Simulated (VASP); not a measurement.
Data:

```
CELL_PARAMETERS angstrom
      0.00000     2.04500     2.04500
      2.04500     0.00000     2.04500
      2.04500     2.04500     0.00000
ATOMIC_POSITIONS crystal
  Ag 0.00000 0.00000 0.00000
```

Calculation: PBE GGA with spin-orbit coupling, VASP's PBE PAW potentials (set 64) (plane waves; VASP). Run with 400 eV cut-off, 14×14×14 Γ-centred mesh, first-order Methfessel-Paxton smearing of 0.10 eV, potentials Ag.

What does the run give for the energy per atom (σ→0), pressure, band gap (on the k-mesh) with the smallest direct gap where there is one?

- band gap (on the k-mesh): none (metal, semimetal or under 0.01 eV)
- energy per atom (σ→0): -2.735 eV/atom
- pressure: 36.1 kbar

Total energies compare only between runs with the same potentials, cut-off and functional.

The compound is Ag in the fcc structure. The cell was not relaxed at this level. The run is one of a series of settings (GGA_COMPAT = .FALSE., LSORBIT = .TRUE., MAGMOM = 0 0 0, program vasp_ncl against the base run), some of them coarse on purpose.
